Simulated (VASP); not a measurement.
Energy against volume of CsBr (CsCl type). These are PBE GGA, VASP's PBE PAW potentials (set 64) (plane waves; VASP) values and carry that method's errors. Run with 520 eV cut-off, 6×6×6 Γ-centred mesh, Gaussian smearing of 0.050 eV, potentials Cs_sv Br.

```tsv
V (Å³/atom)	E (eV/atom)
41.056	-3.01033
42.326	-3.01216
43.595	-3.01105
44.865	-3.00748
```

Task: Fit these four points and predict the energy of the run at 39.786 Å³/atom.

Result: A cubic in V^(−2/3), the third-order Birch-Murnaghan form, passes through the four points with V0 = 42.44 Å³/atom and B0 = 12 GPa, and gives -3.0050 eV/atom there. The run gave -3.0049 eV/atom, +0.0 meV/atom from the fit; all five points give B0 = 12 GPa.

The compound is CsBr in the CsCl type structure. It was relaxed first, which changed the volume by +8 %.
